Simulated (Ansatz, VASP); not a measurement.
# Ag (Ag wire along [100], 12 atoms a period) in two plane-wave programs, part 2 of 2

One calculation is typed for both programs; each brings its own data sets. How far apart do they land? Of the first pair: The structure shown is the start of the Ansatz relaxation below; VASP solves that cell, so the two are compared at the walk's first step.

VASP 6.6.1 and Ansatz 0.2.0.

So far: Starting point; Ansatz: relaxation, PBE; VASP: single point, PBE, start cell, pair 1.

### Step 4. Side by side

Known differences besides the potentials themselves: the data sets hold 228 valence electrons in Ansatz (on its PAW soft_1 files) and 132 in VASP; the cutoff is 420 eV in Ansatz and 400 eV in VASP. Total energies have different zeros and are not compared.

Forces on 7 of the 12 atoms, those with the largest forces and the largest differences (eV/Å; atoms numbered as in POSCAR):

```
atom         Ansatz x, y, z           VASP x, y, z
 Ag1   0.370, -0.222, 0.000   0.374, -0.224, 0.000
 Ag3   0.222, -0.370, 0.000   0.224, -0.374, 0.000
 Ag4   -0.222, 0.370, 0.000   -0.224, 0.374, 0.000
 Ag6   -0.370, 0.222, 0.000   -0.374, 0.224, 0.000
 Ag7    0.370, 0.222, 0.000    0.374, 0.224, 0.000
 Ag8    0.222, 0.370, 0.000    0.224, 0.374, 0.000
Ag11  -0.222, -0.370, 0.000  -0.224, -0.374, 0.000
```

The forces differ by 2.5 meV/Å r.m.s., which is 1.1 % of the r.m.s. force of 0.224 eV/Å (both taken over all components).

### Step 5. Ansatz: relaxation, PBE

This run makes the geometry at which the two programs are then compared. The cell compared in this pair holds 664.15 Å³, against 704.05 Å³ for the pair before.

The structure compared here is the end of the Ansatz relaxation.

The input, input.yaml:

```yaml
crystal:
  lattice:
    - [13.025, 0.0, 0.0]
    - [0.0, 13.025, 0.0]
    - [0.0, 0.0, 4.15]
  atoms:
    - { symbol: Ag, position: [0.261036468, 0.579654511, 0.0] }
    - { symbol: Ag, position: [0.420345489, 0.420345489, 0.0] }
    - { symbol: Ag, position: [0.420345489, 0.738963532, 0.0] }
    - { symbol: Ag, position: [0.579654511, 0.261036468, 0.0] }
    - { symbol: Ag, position: [0.579654511, 0.579654511, 0.0] }
    - { symbol: Ag, position: [0.738963532, 0.420345489, 0.0] }
    - { symbol: Ag, position: [0.261036468, 0.420345489, 0.5] }
    - { symbol: Ag, position: [0.420345489, 0.261036468, 0.5] }
    - { symbol: Ag, position: [0.420345489, 0.579654511, 0.5] }
    - { symbol: Ag, position: [0.579654511, 0.420345489, 0.5] }
    - { symbol: Ag, position: [0.579654511, 0.738963532, 0.5] }
    - { symbol: Ag, position: [0.738963532, 0.579654511, 0.5] }
kpoints:
  mp_grid: { grid: [1, 1, 20] }
scf:
  occupations: { method: fermi_dirac, width: 0.05 }
hamiltonian:
  xc: pbe
  pseudopotentials: { kind: paw, azcp: { folder: soft_1 } }
relax:
  cell: { fix: [a, b, alpha, beta, gamma] }
  max_steps: 45
  f_tol: 0.03
```

Run with:

```bash
$ ansatz run input.yaml --threads 4 --pin off --max-ram 16384MiB --backend cpu --events-out ev --progress --plain --runs-dir out
```

Numbers of over 12 decimals in the logs are rounded to 6 here.

Output:

```text
[...]
Crystal: 12 atoms, lattice volume = 704.050 Å³
Basis set: ecut = 420 eV, 13677 PW (Γ), exchange–correlation on 180×180×60 points (8 copies of the dense FFT grid, shifted against one another)
Bands: 137, of which v1, the nominal top of the filled ones, is band 114 counted from 1 (113 counted from 0)
Symmetry: 16 space group operations
[...]
k-points: 11 of 20
[...]
- { symbol: Ag, position: [0.581837, 0.581837, 0.0] }
    - { symbol: Ag, position: [0.737314, 0.420975, 0.0] }
    - { symbol: Ag, position: [0.262686, 0.420975, 0.5] }
    - { symbol: Ag, position: [0.420975, 0.262686, 0.5] }
    - { symbol: Ag, position: [0.418163, 0.581837, 0.5] }
    - { symbol: Ag, position: [0.581837, 0.418163, 0.5] }
    - { symbol: Ag, position: [0.579025, 0.737314, 0.5] }
    - { symbol: Ag, position: [0.737314, 0.579025, 0.5] }
[key lines of the parts left out:]
SCF converged after 7 iterations
Free energy (F): -91081.299321 eV
Fermi energy:    2.735242 eV
P = ⅓ Tr σ = -0.0609 GPa (-0.609 kbar)
```

### Step 6. VASP: single point, PBE, relaxed cell, pair 2

The same cell, functional, mesh and smearing now go to VASP, with its own data sets.

The input, INCAR:

```
SYSTEM = Ag
PREC = Accurate
ENCUT = 500
EDIFF = 1E-06
NELM = 120
ISMEAR = -1
SIGMA = 0.05
LREAL = .FALSE.
ALGO = Normal
GGA = PE
NBANDS = 81
LASPH = .TRUE.
LORBIT = 11
LWAVE = .FALSE.
LCHARG = .FALSE.
ISIF = 2
GGA_COMPAT = .FALSE.
KPAR = 2
```

The input, POSCAR:

```
Ag
1.0
   13.0250000000      0.0000000000      0.0000000000
    0.0000000000     13.0250000000      0.0000000000
    0.0000000000      0.0000000000      3.9148330284
Ag
12
Direct
    0.2626855773      0.5790249918      0.0000000000
    0.4181626816      0.4181626816      0.0000000000
    0.4209750082      0.7373144227      0.0000000000
    0.5790249918      0.2626855773      0.0000000000
    0.5818373184      0.5818373184      0.0000000000
    0.7373144227      0.4209750082      0.0000000000
    0.2626855773      0.4209750082      0.5000000000
    0.4209750082      0.2626855773      0.5000000000
    0.4181626816      0.5818373184      0.5000000000
    0.5818373184      0.4181626816      0.5000000000
    0.5790249918      0.7373144227      0.5000000000
    0.7373144227      0.5790249918      0.5000000000
```

The input, KPOINTS:

```
Automatic mesh
0
Gamma
1 1 20
0 0 0
```

The projector-augmented-wave data sets are Ag (PBE family, release 64).

Run with:

```bash
$ mpirun -np 2 vasp_std
```

Output:

```text
[... set-up lines as in an earlier step ...]
 entering main loop
       N       E                     dE             d eps       ncg     rms          rms(c)
DAV:   1     0.779870454788E+03    0.77987E+03   -0.56263E+04  1782   0.132E+03
DAV:   2     0.802135960752E+01   -0.77185E+03   -0.72289E+03  1942   0.279E+02
DAV:   3    -0.282179428143E+02   -0.36239E+02   -0.35454E+02  1962   0.560E+01
DAV:   4    -0.288232318428E+02   -0.60529E+00   -0.60424E+00  1961   0.730E+00
[...]
DAV:  16    -0.265944516783E+02   -0.13598E-03   -0.13402E-05  1254   0.852E-03    0.171E-03
DAV:  17    -0.265944652701E+02   -0.13592E-04   -0.23543E-06  1199   0.386E-03    0.932E-04
DAV:  18    -0.265944659987E+02   -0.72865E-06   -0.32133E-07  1116   0.249E-03
   1 F= -.26594466E+02 E0= -.26584116E+02  d E =-.207005E-01
```

OUTCAR, selected parts (step 6):

```text
  Total       -0.5775085     -0.5775085     -0.2165738      0.0000000      0.0000000      0.0000000
  in kB       -1.3931577     -1.3931577     -0.5224536      0.0000000      0.0000000      0.0000000
  external PRESSURE =      -1.1029230 kB  Pullay stress =       0.0000000 kB

 POSITION                                       TOTAL-FORCE (eV/Angst)
 -----------------------------------------------------------------------------------
      3.42148      7.54180      0.00000         0.008427     -0.006285      0.000000
      5.44657      5.44657      0.00000        -0.001273     -0.001273     -0.000000
      5.48320      9.60352      0.00000         0.006285     -0.008427     -0.000000
      7.54180      3.42148      0.00000        -0.006285      0.008427     -0.000000
      7.57843      7.57843      0.00000         0.001273      0.001273      0.000000
      9.60352      5.48320      0.00000        -0.008427      0.006285     -0.000000
      3.42148      5.48320      1.95742         0.008427      0.006285     -0.000000
      5.48320      3.42148      1.95742         0.006285      0.008427      0.000000
      5.44657      7.57843      1.95742        -0.001273      0.001273      0.000000
      7.57843      5.44657      1.95742         0.001273     -0.001273     -0.000000
      7.54180      9.60352      1.95742        -0.006285     -0.008427     -0.000000
      9.60352      7.54180      1.95742        -0.008427     -0.006285     -0.000000
 -----------------------------------------------------------------------------------
    total drift:                                0.000000      0.000000      0.000000

  FREE ENERGIE OF THE ION-ELECTRON SYSTEM (eV)
  ---------------------------------------------------
  free  energy   TOTEN  =       -26.5944659987 eV

  energy  without entropy=      -26.5737654778  energy(sigma->0) =      -26.58411574

[... 1 part as in an earlier step ...]

[... 2 further parts left out ...]
[key lines of the parts left out:]
E-fermi :   0.0193
```

### Step 7. Side by side

What differs besides the data sets and the points named for the pairs above, as far as they apply: the data sets hold 228 valence electrons in Ansatz (on its PAW soft_1 files) and 132 in VASP; the cutoff is 420 eV in Ansatz and 500 eV in VASP; Ansatz's pressure holds a Pulay correction, VASP's none. Total energies have different zeros and are not compared.

Compared:

```
      quantity  Ansatz   VASP  difference
pressure (GPa)   -0.06  -0.11       +0.05
```

At this near-relaxed geometry the largest component of a force difference is 10 meV/Å.

### Step 8. Summary of results

* r.m.s. force difference (single point, PBE, start cell, pair 1): 1.1 % of the r.m.s. force
* difference in pressure (single point, PBE, relaxed cell, pair 2): 0.049 GPa

What this shows: The r.m.s. force difference is 1.1 % of the r.m.s. force (single point, PBE, start cell, pair 1), within the 3 % picked in this series as the mark of a large difference. The data sets hold unlike numbers of valence electrons (228 in Ansatz and 132 in VASP), so part of the differences comes from the potentials. Such differences can come from data sets, numerical settings and the points named under the comparisons, not from the functional's error against experiment.

[Lines on the potential files, build, host, timing and source positions are cut from VASP's logs without a mark.]

[Logs are printed without paths, hosts, clocks, repeated set-up lines and the standing remarks that a program may print on its own settings, such as how far it seeks lower states.]

[Hosts, paths, dates, database ids (printed as entryN), source tags and the programs' standing remarks are cut or masked in the printed files.]
